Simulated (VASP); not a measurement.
An input for Quantum ESPRESSO's pw.x (written as the equivalent of a VASP run, and not itself run):

```
&CONTROL
  calculation = 'scf'
  pseudo_dir = './pseudo'
  outdir = './out'
  tprnfor = .true.
  tstress = .true.
/
&SYSTEM
  ibrav = 0
  nat = 2
  ntyp = 1
  ecutwfc = 82
  occupations = 'tetrahedra'
  input_dft = 'pbe'
  vdw_corr = 'grimme-d3'
  dftd3_version = 4
  dftd3_threebody = .false.
/
&ELECTRONS
  conv_thr = 7.3e-09
  electron_maxstep = 100
/
ATOMIC_SPECIES
  C 12.011 C.upf
CELL_PARAMETERS angstrom
     1.2331706    0.7119715    3.3593610
    -1.2331706    0.7119715    3.3593610
    -0.0000000   -1.4239420    3.3593610
ATOMIC_POSITIONS crystal
  C    0.1666458  0.1666458  0.1666458
  C    0.8333542  0.8333542  0.8333542
K_POINTS automatic
  14 14 14 0 0 0
```

Q: Write the VASP files for the same calculation (PBE-D3(BJ)).

A: Several could match; the one computed here: 
### POSCAR
```
C
1
    1.2331706088     0.7119715093     3.3593609620
   -1.2331706088     0.7119715093     3.3593609620
   -0.0000000000    -1.4239420107     3.3593609612
C
2
Direct
  0.1666458057   0.1666458057   0.1666458057
  0.8333541943   0.8333541943   0.8333541943
```

INCAR:
```
SYSTEM = C
PREC = Accurate
ENCUT = 520
EDIFF = 1E-7
NELM = 100
ALGO = Normal
LREAL = .FALSE.
LASPH = .TRUE.
ISMEAR = -5
GGA = PE
IVDW = 12
LWAVE = .FALSE.
LCHARG = .TRUE.
LORBIT = 11
NEDOS = 601
ISIF = 2
```

File KPOINTS:
```
Automatic mesh
0
Gamma
14 14 14
0 0 0
```

POTCAR, in this order: C (PBE.64 set). Program: vasp_std.

Limits of the translation: the potentials are each code's own (VASP's PAW set, PseudoDojo norm-conserving files in pw.x), so ENCUT and ecutwfc are chosen apart and not converted; conv_thr bounds pw.x's estimated SCF error, while EDIFF bounds the energy change between steps.

The structure comes from a measured C entry (R-3m) of the Crystallography Open Database, whose conditions weren't checked. It was relaxed first.
